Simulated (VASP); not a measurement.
These are PBEsol GGA, VASP's PBE PAW potentials (set 64) (plane waves; VASP) values and carry that method's errors.

VASP ran on this input.

### POSCAR
```
GaSb
1.0
  0.0000000000   3.0582525250   3.0582525250
  3.0582525250   0.0000000000   3.0582525250
  3.0582525250   3.0582525250   0.0000000000
Ga Sb
1 1
Cart
  0.0000000000   0.0000000000   0.0000000000
  1.5291262625   1.5291262625   1.5291262625
```

KPOINTS:
```
Regular mesh
0
Gamma
12 12 12
```

**INCAR**
```
! general
SYSTEM  = GaSb
PREC    = Accurate
ENCUT   = 520   ! plane-wave cut-off (eV)
LREAL   = .FALSE.   ! projection in real space or not
LASPH   = .TRUE.   ! aspherical one-centre terms

! electronic loop
EDIFF   = 1E-7   ! SCF stop (eV)
NELM    = 100
ALGO    = Normal   ! blocked Davidson
LMAXMIX = 4

! smearing
ISMEAR  = -5

! functional
GGA     = PS   ! PBEsol

! ions
ISIF    = 2   ! forces and stress, cell fixed

! output
LWAVE   = .FALSE.
LCHARG  = .TRUE.
LORBIT  = 11   ! lm-projected
NEDOS   = 601   ! DOS grid
```

POTCAR, in this order: Ga_d Sb (PBE.64 set). Program: vasp_std.

Output of the run:

**OSZICAR**
```
       N       E                     dE             d eps       ncg     rms          rms(c)
DAV:   1     0.776232081800E+02    0.77623E+02   -0.88077E+03  1872   0.171E+03
DAV:   2    -0.251128635341E+01   -0.80134E+02   -0.78195E+02  2067   0.314E+02
DAV:   3    -0.815425308356E+01   -0.56430E+01   -0.56207E+01  2362   0.724E+01
DAV:   4    -0.825170849839E+01   -0.97455E-01   -0.97426E-01  2111   0.107E+01
DAV:   5    -0.825454170085E+01   -0.28332E-02   -0.28331E-02  2444   0.159E+00    0.314E+00
DAV:   6    -0.818098413524E+01    0.73558E-01   -0.98053E-02  2468   0.609E+00    0.185E+00
DAV:   7    -0.815471240869E+01    0.26272E-01   -0.50960E-02  2232   0.230E+00    0.361E-01
DAV:   8    -0.815470925392E+01    0.31548E-05   -0.52920E-03  2459   0.108E+00    0.924E-02
DAV:   9    -0.815497955705E+01   -0.27030E-03   -0.47062E-04  2033   0.199E-01    0.333E-02
DAV:  10    -0.815498175505E+01   -0.21980E-05   -0.24328E-05  2370   0.454E-02    0.792E-03
DAV:  11    -0.815499142656E+01   -0.96715E-05   -0.11637E-05  2007   0.262E-02    0.363E-03
DAV:  12    -0.815499173201E+01   -0.30546E-06   -0.60455E-07  2247   0.811E-03    0.543E-04
DAV:  13    -0.815499166010E+01    0.71916E-07   -0.37725E-08  1496   0.153E-03
   1 F= -.81549917E+01 E0= -.81549917E+01  d E =0.000000E+00
```

### OUTCAR
```
------------------------ aborting loop because EDIFF is reached ----------------------------------------
  FORCE on cell =-STRESS in cart. coord.  units (eV):
  Direction    XX          YY          ZZ          XY          YZ          ZX
  --------------------------------------------------------------------------------------
  Total       -0.0099790     -0.0099790     -0.0099790     -0.0000000      0.0000000     -0.0000000
  in kB       -0.2794768     -0.2794768     -0.2794768     -0.0000000      0.0000000     -0.0000000
  external PRESSURE =      -0.2794768 kB  Pullay stress =       0.0000000 kB
  volume of cell :       57.21
      direct lattice vectors                 reciprocal lattice vectors
     0.000000000  3.058252525  3.058252525    -0.163492058  0.163492058  0.163492058
     3.058252525  0.000000000  3.058252525     0.163492058 -0.163492058  0.163492058
     3.058252525  3.058252525  0.000000000     0.163492058  0.163492058 -0.163492058
  FREE ENERGIE OF THE ION-ELECTRON SYSTEM (eV)
  ---------------------------------------------------
  free  energy   TOTEN  =        -8.1549916601 eV

  energy  without entropy=       -8.1549916601  energy(sigma->0) =       -8.15499166

 total charge

# of ion       s       p       d       tot
------------------------------------------
    1        0.911   0.765   9.963  11.638
    2        1.132   1.334   0.028   2.494
--------------------------------------------------
tot          2.043   2.099   9.990  14.132
```
(Selected blocks of OUTCAR.)

For a metal the tetrahedron method with Blöchl corrections gives inexact stress and forces.

The compound is GaSb in the zinc blende structure. It was relaxed first.
